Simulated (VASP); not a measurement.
Data:

```xyz
4
Lattice="3.1422 0.0000 0.0000 0.0000 3.1422 0.0000 0.0000 0.0000 4.4208" Properties=species:S:1:pos:R:3 pbc="T T T"
Al     1.5711     1.5711     2.2104
Ga     0.0000     0.0000     0.0000
N      1.5711     0.0000     3.2706
N      0.0000     1.5711     1.1502
```

These are PBEsol GGA, VASP's PBE PAW potentials (set 64) (plane waves; VASP 6.6.1) values and carry that method's errors. Settings: 520 eV cut-off, Gaussian smearing of 0.050 eV, potentials Al Ga_d N.

Question: Give the energies of bands 8 to 16 at the high-symmetry points, in eV from the valence-band maximum.

Answer: 
```
band      Γ      X      M      Z      R      A
----  -----  -----  -----  -----  -----  -----
8     -5.56  -5.33  -6.13  -3.85  -6.86  -5.25
9     -2.35  -4.47  -4.97  -2.55  -6.23  -4.37
10    -2.35  -2.96  -2.30  -1.57  -0.96  -4.00
11    -0.22  -2.88  -2.28  -1.57  -0.87  -3.28
12     0.00  -0.98  -2.28  -1.00  -0.60  -3.26
13     0.00  -0.70  -2.27  -1.00  -0.58  -3.26
14     2.80   7.08   3.21   5.16   5.15   6.10
15     3.44   7.09   3.21   5.32   6.50   6.10
16     7.50   7.92   6.29   7.91   9.08   8.86
```

The gap is direct, 2.80 eV, from the valence maximum at Γ to the conduction minimum at Γ.

The structure comes from a computed database's AlGaN2 entry (P-4m2); how it stands against other phases isn't given here. It was relaxed first.
